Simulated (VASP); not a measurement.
VASP input:

### POSCAR
```
AuAl2
1
    0.0000000000     2.9337072211     2.9337072211
    2.9337072211     0.0000000000     2.9337072211
    2.9337072211     2.9337072211     0.0000000000
Al Au
2 1
Direct
  0.2500000000   0.2500000000   0.2500000000
  0.7500000000   0.7500000000   0.7500000000
  0.0000000000   0.0000000000   0.0000000000
```

**INCAR**
```
ALGO  =  Normal
BPARAM  =  11.95
CPARAM  =  0.0093
EDIFF  =  1E-7
ENCUT  =  520
ISIF  =  2
ISMEAR  =  1
LASPH  =  .TRUE.
LCHARG  =  .FALSE.
LMAXMIX  =  6
LMIXTAU  =  .TRUE.
LREAL  =  .FALSE.
LUSE_VDW  =  .TRUE.
LWAVE  =  .FALSE.
METAGGA  =  R2SCAN
NELM  =  100
PREC  =  Accurate
SIGMA  =  0.1
SYSTEM  =  AuAl2
```

**KPOINTS**
```
Automatic mesh
0
Gamma
9 9 9
0 0 0
```

POTCAR, in this order: Al Au (PBE.64 set). Program: vasp_std.

**Question.** Translate this r2SCAN+rVV10 calculation to Ansatz.

**Answer.** One equivalent input (not run):
Ansatz 0.2 input:
```yaml
crystal:
  lattice:
    - [0.0000000, 2.9337072, 2.9337072]
    - [2.9337072, 0.0000000, 2.9337072]
    - [2.9337072, 2.9337072, 0.0000000]
  atoms:
    - { symbol: Al, position: [0.2500000, 0.2500000, 0.2500000] }
    - { symbol: Al, position: [0.7500000, 0.7500000, 0.7500000] }
    - { symbol: Au, position: [0.0000000, 0.0000000, 0.0000000] }
kpoints:
  mp_grid: { grid: [9, 9, 9] }
hamiltonian:
  xc: r2scan
  dispersion: rvv10
  pseudopotentials: { kind: paw }
scf:
  occupations: { method: methfessel_paxton, width: 0.1 }
  max_iter: 100
output: { forces: true, stress: true, eigenvalues: true }
```
What does not carry over: each code has its own PAW files, so the cut-off isn't converted (ENCUT is set for VASP's; basis.ecutwfc is left out, and Ansatz then takes the one that its files recommend); Ansatz stops its SCF on the density residual and VASP on the energy change (EDIFF).

The compound is AuAl2 in the fluorite structure. This cell is one point of a volume scan, at 0.94 of the reference volume.
